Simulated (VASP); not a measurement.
Given:

```
CELL_PARAMETERS angstrom
     -1.93430     1.93430     3.20211
      1.93430    -1.93430     3.20211
      1.93430     1.93430    -3.20211
ATOMIC_POSITIONS crystal
  Ca 0.00000 0.00000 0.00000
  C  0.59789 0.59789 0.00000
  C  0.40211 0.40211 0.00000
```

The numbers are results of LDA (Ceperley-Alder, Perdew-Zunger), VASP's LDA PAW potentials (set 64) (plane waves; VASP), not measurements. Settings: 400 eV cut-off, 12×12×12 Γ-centred mesh, Gaussian smearing of 0.010 eV, potentials Ca_sv C.

Task: Give the energies of bands 6 to 12 at the high-symmetry points, in eV from the valence-band maximum.

Result: 
```json
[
 {"band": "6", "Γ": "-2.73", "X": "-2.89", "P": "-3.35", "N": "-4.20", "M": "-4.40", "S": "-3.98", "R": "-3.55"},
 {"band": "7", "Γ": "-2.06", "X": "-2.73", "P": "-2.32", "N": "-2.33", "M": "-1.60", "S": "-2.75", "R": "-2.50"},
 {"band": "8", "Γ": "-0.97", "X": "-1.59", "P": "-2.32", "N": "-1.84", "M": "-1.60", "S": "-1.81", "R": "-2.16"},
 {"band": "9", "Γ": "-0.97", "X": "-1.06", "P": "-0.39", "N": "-0.83", "M": "0.00", "S": "-0.41", "R": "-0.64"},
 {"band": "10", "Γ": "3.12", "X": "1.17", "P": "3.21", "N": "4.83", "M": "3.09", "S": "4.81", "R": "2.81"},
 {"band": "11", "Γ": "3.12", "X": "5.71", "P": "3.21", "N": "5.89", "M": "5.76", "S": "5.45", "R": "5.96"},
 {"band": "12", "Γ": "4.21", "X": "6.40", "P": "6.67", "N": "5.99", "M": "6.22", "S": "6.08", "R": "6.02"}
]
```

The gap is indirect, 1.17 eV, from the valence maximum at (-0.42, -0.42, 0.42) to the conduction minimum at X.

The structure comes from a computed database's CaC2 entry (I4/mmm); how it stands against other phases isn't given here. The cell was not relaxed at this level.
